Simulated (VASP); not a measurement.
An input for Quantum ESPRESSO's pw.x (written as the equivalent of a VASP run, and not itself run):

```
&CONTROL
  calculation = 'scf'
  pseudo_dir = './pseudo'
  outdir = './out'
  tprnfor = .true.
  tstress = .true.
/
&SYSTEM
  ibrav = 0
  nat = 5
  ntyp = 3
  ecutwfc = 84
  occupations = 'smearing'
  smearing = 'gaussian'
  degauss = 0.003675
  input_dft = 'vdw-df-obk8'
/
&ELECTRONS
  conv_thr = 7.3e-09
  electron_maxstep = 100
/
ATOMIC_SPECIES
  K 39.098 K.upf
  Zn 65.380 Zn.upf
  F 18.998 F.upf
CELL_PARAMETERS angstrom
     4.1231051    0.0000000    0.0000000
     0.0000000    4.1231051    0.0000000
     0.0000000    0.0000000    4.1231051
ATOMIC_POSITIONS crystal
  K    0.0000000  0.0000000  0.0000000
  Zn   0.5000000  0.5000000  0.5000000
  F    0.5000000  0.0000000  0.5000000
  F    0.0000000  0.5000000  0.5000000
  F    0.5000000  0.5000000  0.0000000
K_POINTS automatic
  6 6 6 0 0 0
```

Q: Translate this input to VASP (INCAR, KPOINTS, POSCAR, choice of POTCAR).

A: Several could match; the one computed here: 
KPOINTS:
```
Automatic mesh
0
gamma
  6 6 6
0 0 0
```

**INCAR**
```
! general
SYSTEM   = KZnF3
PREC     = Accurate
ENCUT    = 520
LREAL    = .FALSE.
LASPH    = .TRUE.

! electronic loop
EDIFF    = 1E-7
NELM     = 100
ALGO     = Normal
LMAXMIX  = 4

! smearing
ISMEAR   = 0
SIGMA    = 0.05

! functional
GGA      = BO
LUSE_VDW = .TRUE.
AGGAC    = 0.0
PARAM1   = 0.1833333333
PARAM2   = 0.22

! ions
ISIF     = 2

! output
LWAVE    = .FALSE.
LCHARG   = .FALSE.
```

POSCAR:
```
KZnF3
4.1231050
  1.0000000233   0.0000000000   0.0000000000
  0.0000000000   1.0000000233   0.0000000000
  0.0000000000   0.0000000000   1.0000000233
K Zn F
1 1 3
Direct
  0.0000000000   0.0000000000   0.0000000000
  0.5000000000   0.5000000000   0.5000000000
  0.5000000000   0.0000000000   0.5000000000
  0.0000000000   0.5000000000   0.5000000000
  0.5000000000   0.5000000000   0.0000000000
```

POTCAR, in this order: K_sv Zn F (PBE.64 set). Program: vasp_std.

Limits of the translation: the potentials are each code's own (VASP's PAW set, PseudoDojo norm-conserving files in pw.x), so ENCUT and ecutwfc are chosen apart and not converted; conv_thr bounds pw.x's estimated SCF error, while EDIFF bounds the energy change between steps.

The compound is KZnF3 in the cubic perovskite structure. This cell is one point of a volume scan, at 1.03 of the reference volume.
